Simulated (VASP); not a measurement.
OSZICAR of a VASP run on CsPbBr3 (space group Pm-3m):

**OSZICAR**
```
       N       E                     dE             d eps       ncg     rms          rms(c)
DAV:   1    -0.530402371713E+04   -0.53040E+04   -0.15020E+04   208   0.102E+03
DAV:   2    -0.562322496584E+04   -0.31920E+03   -0.31469E+03   270   0.289E+02
DAV:   3    -0.565803748575E+04   -0.34813E+02   -0.34682E+02   240   0.116E+02
DAV:   4    -0.565899579131E+04   -0.95831E+00   -0.95635E+00   264   0.254E+01
DAV:   5    -0.211382330412E+02    0.56379E+04   -0.19604E+01   274   0.454E+01    0.516E+00
DAV:   6    -0.206038154771E+02    0.53442E+00   -0.24033E+00   272   0.119E+01    0.272E+00
DAV:   7    -0.206145436363E+02   -0.10728E-01   -0.86796E-01   308   0.465E+00    0.191E+00
DAV:   8    -0.206342015330E+02   -0.19658E-01   -0.83408E-02   272   0.138E+00    0.122E+00
DAV:   9    -0.206322727149E+02    0.19288E-02   -0.66311E-03   236   0.498E-01    0.684E-01
DAV:  10    -0.206317017860E+02    0.57093E-03   -0.32226E-03   238   0.321E-01    0.355E-01
DAV:  11    -0.206319848588E+02   -0.28307E-03   -0.10917E-03   228   0.186E-01    0.187E-01
DAV:  12    -0.206322103907E+02   -0.22553E-03   -0.28843E-04   246   0.107E-01    0.107E-01
DAV:  13    -0.206323345254E+02   -0.12413E-03   -0.12067E-04   258   0.709E-02    0.654E-02
DAV:  14    -0.206324046746E+02   -0.70149E-04   -0.64219E-05   254   0.474E-02    0.419E-02
DAV:  15    -0.206324433476E+02   -0.38673E-04   -0.31115E-05   218   0.317E-02    0.275E-02
DAV:  16    -0.206324635263E+02   -0.20179E-04   -0.14762E-05   238   0.211E-02    0.184E-02
DAV:  17    -0.206324737242E+02   -0.10198E-04   -0.70925E-06   194   0.146E-02    0.124E-02
DAV:  18    -0.206324787822E+02   -0.50579E-05   -0.36674E-06   198   0.105E-02    0.849E-03
DAV:  19    -0.206324812999E+02   -0.25177E-05   -0.18499E-06   162   0.736E-03    0.584E-03
DAV:  20    -0.206324825528E+02   -0.12529E-05   -0.95930E-07   140   0.533E-03    0.405E-03
DAV:  21    -0.206324831751E+02   -0.62225E-06   -0.59629E-07   162   0.449E-03
   1 F= -.20632483E+02 E0= -.20632483E+02  d E =-.248255E-55
```

Which electronic solver shows in the log?

It is blocked Davidson (ALGO = Normal, or the opening steps of other solvers). The INCAR had ALGO = Normal.

Can the final energy be trusted as converged?

The run converged. It stopped with EDIFF = 1E-6, NELM = 100 (PBE0 hybrid, plane waves, VASP's PBE PAW potentials (set 64)).

The structure comes from a computed database's CsPbBr3 entry; how it stands against other phases isn't given here. The cell was not relaxed at this level. The run is one of a series of settings (HFRCUT = -1, HFSCREEN removed against the base run), some of them coarse on purpose.
